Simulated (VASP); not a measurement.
TlCl (CsCl type):

```
CELL_PARAMETERS angstrom
      3.84000     0.00000     0.00000
      0.00000     3.84000     0.00000
      0.00000     0.00000     3.84000
ATOMIC_POSITIONS crystal
  Tl 0.00000 0.00000 0.00000
  Cl 0.50000 0.50000 0.50000
```

The highest filled band near X, direction across the valley's axis, from PBE with spin-orbit coupling in VASP (PAW); its two spin partners are averaged. The gap over the points computed is 1.74 eV, and the next band on that side lies 1.04 eV away at the edge.

Run with 400 eV cut-off, 8×8×8 Γ-centred mesh, Gaussian smearing of 0.050 eV, potentials Tl_d Cl.

```json
[
 {"distance from the edge in k (1/Å)": "0.025", "distance in energy (meV)": "4.0"},
 {"distance from the edge in k (1/Å)": "0.035", "distance in energy (meV)": "7.9"},
 {"distance from the edge in k (1/Å)": "0.050", "distance in energy (meV)": "16.1"},
 {"distance from the edge in k (1/Å)": "0.070", "distance in energy (meV)": "31.4"}
]
```

Question: Fit E(1 + αE) = ħ²k²/2m* (ħ²/2m0 = 3.810 eV Å²) and predict the row at 0.095 1/Å.

Answer: The rows don't resolve α, so a parabola serves: the hole mass is m* = 0.594 m0, and so 57.9 meV. The run gave 57.8 meV, -0.1 meV from the fit.

Left out are points under 3 meV from the edge, since the levels carry 0.1 meV, and points farther than half the way to the next band.

The compound is TlCl in the CsCl type structure. The cell was not relaxed at this level.
